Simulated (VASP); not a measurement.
A VASP calculation is set up with these files.

POSCAR:
```
Hf
1.0
  1.5959702258  -2.7643014804   0.0000000000
  1.5959702258   2.7643014804   0.0000000000
  0.0000000000   0.0000000000   5.0413008044
Hf
2
direct
  0.3333330000   0.6666670000   0.2500000000
  0.6666670000   0.3333330000   0.7500000000
```

INCAR:
```
ALGO=Normal
EDIFF=1E-8
EDIFFG=-0.001
ENCUT=400
IBRION=1
ISIF=2
ISMEAR=1
LASPH=.True.
LCHARG=.False.
LMAXMIX=6
LMIXTAU=.True.
LREAL=.False.
LWAVE=.False.
METAGGA=R2SCAN
NELM=100
NSW=30
PREC=Accurate
SIGMA=0.1
SYSTEM=Hf
```

**KPOINTS**
```
Automatic mesh
0
Gamma
12 12 7
0 0 0
```

POTCAR, in this order: Hf_pv (PBE.64 set). Program: vasp_std.

**Question.** Translate this r2SCAN calculation to Ansatz.

**Answer.** One equivalent input (not run):
Ansatz 0.2 input:
```yaml
crystal:
  lattice:
    - [1.5959702, -2.7643015, 0.0000000]
    - [1.5959702, 2.7643015, 0.0000000]
    - [0.0000000, 0.0000000, 5.0413008]
  atoms:
    - { symbol: Hf, position: [0.3333330, 0.6666670, 0.2500000] }
    - { symbol: Hf, position: [0.6666670, 0.3333330, 0.7500000] }
kpoints:
  mp_grid: { grid: [12, 12, 7] }
hamiltonian:
  xc: r2scan
  pseudopotentials: { kind: paw }
scf:
  occupations: { method: methfessel_paxton, width: 0.1 }
  max_iter: 100
relax:
  max_steps: 30
  f_tol: 0.001
output: { forces: true, stress: true, eigenvalues: true }
```
Limits of the translation: each code has its own PAW files, so the cut-off isn't converted (ENCUT is set for VASP's; basis.ecutwfc is left out, and Ansatz then takes the one that its files recommend); Ansatz stops its SCF on the density residual and VASP on the energy change (EDIFF).

The compound is Hf in the hcp structure. It was relaxed first. The start is the result of an earlier pass.
